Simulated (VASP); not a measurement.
Crystal: Sn.

```
Sn
1.0
     0.00000    3.23334    3.23334
     3.23334    0.00000    3.23334
     3.23334    3.23334    0.00000
Sn
2
Direct
  0.00000 0.00000 0.00000
  0.25000 0.25000 0.25000
```

This isn't the form of Sn at room conditions, which is tetragonal (white tin).

| Quantity | Value |
| --- | --- |
| Program | VASP 6.6.1 |
| Task | relaxation of cell and atoms |
| Functional | PBE |
| Potentials or basis | VASP PAW PBE potentials, release 64 (Sn) |
| Cutoff | 300 eV |
| k mesh | 5 × 5 × 5 |
| Occupations | gaussian, width 0.03 eV |
| Spin | no spin polarisation |

At the start: pressure 4.1 GPa; volume 33.80 Å³/atom.

Q: Where does the relaxation end?

A: Over 3 steps the energy falls by 37.3 meV/atom and the volume is 36.99 Å³/atom (+9.4 %); space group Fd-3m (No. 227, to 0.05 Å).

The path:
| step | energy change (eV) | largest force (eV/Å) | pressure (GPa) | volume (Å³) |
| --- | --- | --- | --- | --- |
| 1 | 0.0000 | 0.0000 | 4.06 | 67.61 |
| 2 | -0.0665 | 0.0000 | -1.05 | 76.35 |
| 3 | -0.0745 | 0.0000 | 0.01 | 73.98 |

Final structure:
```cif
data_structure
_symmetry_space_group_name_H-M 'P 1'
_symmetry_Int_Tables_number 1
_cell_length_a 4.7120
_cell_length_b 4.7120
_cell_length_c 4.7120
_cell_angle_alpha 60.000
_cell_angle_beta 60.000
_cell_angle_gamma 60.000
_cell_volume 73.98
loop_
_atom_site_label
_atom_site_type_symbol
_atom_site_fract_x
_atom_site_fract_y
_atom_site_fract_z
_atom_site_occupancy
Sn1 Sn 0.00000 0.00000 0.00000 1
Sn2 Sn 0.25000 0.25000 0.25000 1
```
